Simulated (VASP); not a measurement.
Input:

```yaml
crystal:
  lattice:
    - [0.00000, 3.13268, 3.13268]
    - [3.13268, 0.00000, 3.13268]
    - [3.13268, 3.13268, 0.00000]
  atoms:
    - { symbol: Al, position: [0.25000, 0.25000, 0.25000] }
    - { symbol: Al, position: [0.75000, 0.75000, 0.75000] }
    - { symbol: Au, position: [0.00000, 0.00000, 0.00000] }
```

Level of theory: vdW-DF2, VASP's PBE PAW potentials (set 64) (plane waves; VASP 6.6.1). Run with 520 eV cut-off, 9×9×9 Γ-centred mesh, first-order Methfessel-Paxton smearing of 0.10 eV, potentials Al Au.

Unless said otherwise, spin-orbit coupling is left out, though it shifts the bands of the heavy elements here.

Question: Predict the energy per atom (σ→0), pressure, band gap (on the k-mesh) with the smallest direct gap where there is one.

Answer: 
band gap (on the k-mesh): none (metal, semimetal or under 0.01 eV)
energy per atom (σ→0): -1.625 eV/atom
pressure: -2.07 GPa

Total energies compare only between runs with the same potentials, cut-off and functional.

The compound is AuAl2 in the fluorite structure. This cell is one point of a volume scan, at 1.03 of the reference volume. The electron count is odd and the run is not spin-polarised, which forces a metal.
